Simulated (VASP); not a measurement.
**NaSrCl₃ in VASP 6.6.1, single-point calculation**

INCAR

```
GGA = PE
IBRION = -1
EDIFF = 1E-7
ENCUT = 520
SIGMA = 0.02
PREC = Accurate
LASPH = .TRUE.
LWAVE = .FALSE.
ISIF = 2
NSW = 0
LCHARG = .FALSE.
ISMEAR = -1
NELM = 120
NBANDS = 43
LREAL = .FALSE.
```

KPOINTS

```
KPOINTS created by Atomic Simulation Environment
0
Gamma
4 4 4
0 0 0
```

POSCAR

```
Na Sr Cl
 1.0000000000000000
     5.6533946759000004    0.0000000000000000    0.0000000000000000
     0.0000000000000000    5.6533946759000004    0.0000000000000000
     0.0000000000000000    0.0000000000000000    5.6201933625000002
 Na  Sr  Cl
   1   1   3
Cartesian
  0.0000000000000000  0.0000000000000000  0.0000000000000000
  2.8266973379500002  2.8266973379500002  2.8100966812500001
  2.8266973379500002  2.8266973379500002  0.0000000000000000
  2.8266973379500002  0.0000000000000000  2.8100966812500001
  0.0000000000000000  2.8266973379500002  2.8100966812500001
```

The recommended PBE PAW datasets give the neutral cell 38 valence electrons.

Command

```
mpirun -np 1 vasp_std
```

Task: How does this run end, and what does it give?

Result: It converged. Results: gap between bands v and c on the k mesh 3.61 eV; least direct gap on the k mesh 3.83 eV; pressure 0.2 GPa. Band v is the last that the valence electrons fill when counted band by band, and c is the next.

OSZICAR

```
N       E                     dE             d eps       ncg     rms          rms(c)
DAV:   1     0.290003004214E+03    0.29000E+03   -0.15745E+04  1572   0.769E+02
DAV:   2     0.125932090054E+02   -0.27741E+03   -0.25635E+03  1759   0.205E+02
DAV:   3    -0.187463621256E+02   -0.31340E+02   -0.30985E+02  2299   0.699E+01
DAV:   4    -0.196164025112E+02   -0.87004E+00   -0.86432E+00  2261   0.110E+01
DAV:   5    -0.196450345277E+02   -0.28632E-01   -0.28626E-01  2152   0.130E+00    0.184E+01
DAV:   6    -0.186630026711E+02    0.98203E+00   -0.95921E-01  1917   0.327E+00    0.115E+01
DAV:   7    -0.184254350903E+02    0.23757E+00   -0.62439E-01  2042   0.267E+00    0.245E+00
DAV:   8    -0.183925575437E+02    0.32878E-01   -0.66815E-02  1872   0.100E+00    0.476E-01
DAV:   9    -0.183901643504E+02    0.23932E-02   -0.58161E-03  1978   0.298E-01    0.238E-01
DAV:  10    -0.183890160392E+02    0.11483E-02   -0.40450E-03  1686   0.247E-01    0.665E-02
DAV:  11    -0.183890719548E+02   -0.55916E-04   -0.58014E-04  1970   0.991E-02    0.619E-02
DAV:  12    -0.183891183939E+02   -0.46439E-04   -0.53451E-05  1927   0.297E-02    0.149E-02
DAV:  13    -0.183891242670E+02   -0.58731E-05   -0.47794E-06  1943   0.917E-03    0.692E-03
DAV:  14    -0.183891266109E+02   -0.23439E-05   -0.20308E-06  1718   0.605E-03    0.390E-03
DAV:  15    -0.183891265810E+02    0.29904E-07   -0.70093E-08  1949   0.971E-04
   1 F= -.18389127E+02 E0= -.18389127E+02  d E =-.607967E-11
```

For comparison, a separate PBE run of the intended cell, on usual settings and not on those above, gives a gap of 3.61 eV on its mesh and a pressure of 0.2 GPa.
